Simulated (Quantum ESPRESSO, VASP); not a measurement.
# One structure in several programs: W (Im-3m, 1 atom in the cell)

Self-consistent single point.

```xyz
1
Lattice="-1.5459 1.5459 1.5459 1.5459 -1.5459 1.5459 1.5459 1.5459 -1.5459" Properties=species:S:1:pos:R:3 pbc="T T T"
W      0.0000     0.0000     0.0000
```

All programs got the same cell, k-point mesh and kind of occupations (in VASP's words: KPOINTS grid = 12 12 12; KPOINTS shift = 0 0 0; ISMEAR = -1; SIGMA = 0.1 eV); potentials, basis and cutoffs are each program's usual ones.

| code | model | pressure (GPa) | cutoff |
|---|---|---|---|
| VASP | PBE, VASP's PBE PAW potentials (set 64) | 31.60 | 300 eV |
| Quantum ESPRESSO | PBE, PseudoDojo standard norm-conserving (PBE) pseudopotentials | 31.76 | 75 Ry |

The spread over the programs that give each value: pressure within 0.16 GPa.

The starting cell has typed, rounded lattice constants, without a prior relaxation at this level. Its lattice was rescaled by a random factor within 2.5 % of one. On VASP's run: Spin-orbit coupling is off. Spin polarisation is off. With a pressure of about 32 GPa the cell is away from its equilibrium volume at this level.

Problem. Why do the programs differ, and what cannot be compared?

Solution. Differences of this kind can come from the potentials, where these differ, and from what each basis and cutoff leave unconverged. The zero of total energies and Fermi levels follows the potentials and each program's conventions, so they are not compared here.

VASP's run is marked for a possible Pulay error in its stress at this cutoff; no cutoff test was made.

Left out of this page: Ansatz, GPAW, CP2K, Elk, FLEUR and SIESTA (not drawn, or without a comparable value); ABINIT (with a known weakness of the program).
